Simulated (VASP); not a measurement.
Computed with revTPSS meta-GGA, VASP's PBE PAW potentials (set 64) (plane waves; VASP 6.6.1).

Input for VASP

INCAR:
```
! general
SYSTEM   =  SiC
PREC     =  Accurate
ENCUT    =  520
LREAL    =  .False.
LASPH    =  .True.

! electronic loop
EDIFF    =  1E-6   ! SCF stop (eV)
NELM     =  100   ! most electronic steps
ALGO     =  Normal   ! blocked Davidson
LMIXTAU  =  .True.

! smearing
ISMEAR   =  0   ! Gaussian
SIGMA    =  0.05   ! width (eV)

! functional
METAGGA  =  RTPSS

! ions
IBRION   =  2   ! conjugate gradients
NSW      =  60   ! most ionic steps
ISIF     =  3   ! ions, shape and volume
EDIFFG   =  -0.01   ! ionic stop

! output
LWAVE    =  .False.
LCHARG   =  .False.
```

File POSCAR:
```
SiC
1.0
  0.0000000000   2.1800000000   2.1800000000
  2.1800000000   0.0000000000   2.1800000000
  2.1800000000   2.1800000000   0.0000000000
Si C
1 1
Direct
  0.0000000000   0.0000000000   0.0000000000
  0.2500000000   0.2500000000   0.2500000000
```

**KPOINTS**
```
Automatic mesh
0
Gamma
9 9 9
0 0 0
```

POTCAR, in this order: Si C (PBE.64 set). Program: vasp_std.

Problem. What will the output report for the number of irreducible k-points (NKPTS), largest plane-wave count, number of space-group operations, FFT grid (NGX, NGY, NGZ)?

Solution. 
The number of irreducible k-points (NKPTS) is 35 and the largest plane-wave count is 568. The number of space-group operations is 24 and the FFT grid (NGX, NGY, NGZ) is 24 × 24 × 24.

The compound is SiC in the zinc blende structure. This run relaxes it. Symmetry was kept, so distortions that lower it aren't found.
